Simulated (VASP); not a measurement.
An input for Ansatz (written as the equivalent of a VASP run, and not itself run):

Ansatz 0.2 input:
```yaml
crystal:
  lattice:
    - [0.0000000, 2.0481600, 2.0481600]
    - [2.0481600, 0.0000000, 2.0481600]
    - [2.0481600, 2.0481600, 0.0000000]
  atoms:
    - { symbol: Au, position: [0.0000000, 0.0000000, 0.0000000] }
kpoints:
  mp_grid: { grid: [9, 9, 9] }
hamiltonian:
  xc: pbe
  pseudopotentials: { kind: paw }
magnetization: { noncollinear: true, spin_orbit: true }
scf:
  occupations: { method: fermi_dirac, width: 0.136 }
  max_iter: 100
output: { forces: true, stress: true, eigenvalues: true }
```

### Question
Translate this input to VASP (INCAR, KPOINTS, POSCAR, choice of POTCAR).

### Answer
This is not unique; one that fits is 
INCAR:
```
ALGO = Normal
EDIFF = 1E-6
ENCUT = 300
GGA = PE
GGA_COMPAT = .FALSE.
ISIF = 2
ISMEAR = -1
LASPH = .TRUE.
LCHARG = .FALSE.
LMAXMIX = 6
LNONCOLLINEAR = .TRUE.
LORBIT = 11
LREAL = .FALSE.
LSORBIT = .TRUE.
LWAVE = .FALSE.
MAGMOM = 3*0.0
NELM = 100
PREC = Accurate
SIGMA = 0.136
SYSTEM = Au
```

POSCAR:
```
Au
1
    0.0000000000     2.0481600000     2.0481600000
    2.0481600000     0.0000000000     2.0481600000
    2.0481600000     2.0481600000     0.0000000000
Au
1
Direct
  0.0000000000   0.0000000000   0.0000000000
```

File KPOINTS:
```
Automatic mesh
0
Gamma
9 9 9
0 0 0
```

POTCAR, in this order: Au (PBE.64 set). Program: vasp_ncl.

Limits of the translation: each code has its own PAW files, so the cut-off isn't converted (ENCUT is set for VASP's; basis.ecutwfc is left out, and Ansatz then takes the one that its files recommend); Ansatz stops its SCF on the density residual and VASP on the energy change (EDIFF).

The structure is a typed Au crystal (Fm-3m). The cell was not relaxed at this level. The run is one of a series of settings (GGA_COMPAT = .FALSE., LNONCOLLINEAR = .TRUE., LSORBIT = .TRUE., MAGMOM = 0.0 0.0 0.0, program vasp_ncl against the base run), some of them coarse on purpose.
